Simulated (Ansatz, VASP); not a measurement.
## Two plane-wave programs on WF2

```
W F
1.0
     0.00000    2.57565    2.57565
     2.57565    0.00000    2.57565
     2.57565    2.57565    0.00000
W F
1 2
Direct
  0.00000 0.00000 0.00000
  0.25000 0.25000 0.25000
  0.75000 0.75000 0.75000
```

Alike in both runs: functional PBEsol; k mesh 14 × 14 × 14; occupations gaussian, width 0.1 eV; no spin polarisation.

Ansatz relaxed the structure, and its values are those at the end. VASP's run is a single point on that final structure, the one shown.

|  | VASP | Ansatz |
| --- | --- | --- |
| version | VASP 6.6.1 | Ansatz 0.2.0 |
| potentials or method | VASP PAW PBE potentials, release 64 (W_sv, F) | scalar-relativistic, plane waves, PAW |
| plane-wave cutoff (eV) | 520 | 420 |
| valence electrons in the cell | 28 | 28 |

```csv
,VASP,Ansatz,Ansatz less VASP
gap on the k mesh at the Fermi level (eV),none,none,-
pressure (GPa),0.9,0.0,-0.90
```

A gap of «none» marks a metal or a gap that the smearing closes. The functional is the same, so the differences come from potentials, cutoffs and numerics.

Caveats: the PAW data sets were made with another functional, which shifts forces and pressure a little (VASP). The runs have no spin-orbit coupling, so splittings on W are missing.
